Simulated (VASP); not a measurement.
Input:

```
Pt
1.0
    0.00000     2.00312     2.00312
    2.00312     0.00000     2.00312
    2.00312     2.00312     0.00000
Pt
1
Direct
  0.00000   0.00000   0.00000
```

The numbers are results of PBE GGA, VASP's PBE PAW potentials (set 64) (plane waves; VASP), not measurements. Settings: 300 eV cut-off, 19×19×19 Γ-centred mesh, Fermi-Dirac smearing of 0.050 eV, potentials Pt.

At this cut-off the stress carries a Pulay error, which pulls relaxed volumes low. Unless said otherwise, spin-orbit coupling is left out, though it shifts the bands of the heavy elements here.

**Question.** Predict the energy per atom (σ→0), pressure, band gap (on the k-mesh) with the smallest direct gap where there is one.

**Answer.** 
```
Item                                                         Value
------------------------  ----------------------------------------
band gap (on the k-mesh)  none (metal, semimetal or under 0.01 eV)
energy per atom (σ→0)                               -6.093 eV/atom
pressure                                                -73.3 kbar
```

The absolute energy has meaning only against runs of the same code, potentials and settings.

The structure comes from a computed database's Pt entry; how it stands against other phases isn't given here. The cell was not relaxed at this level.
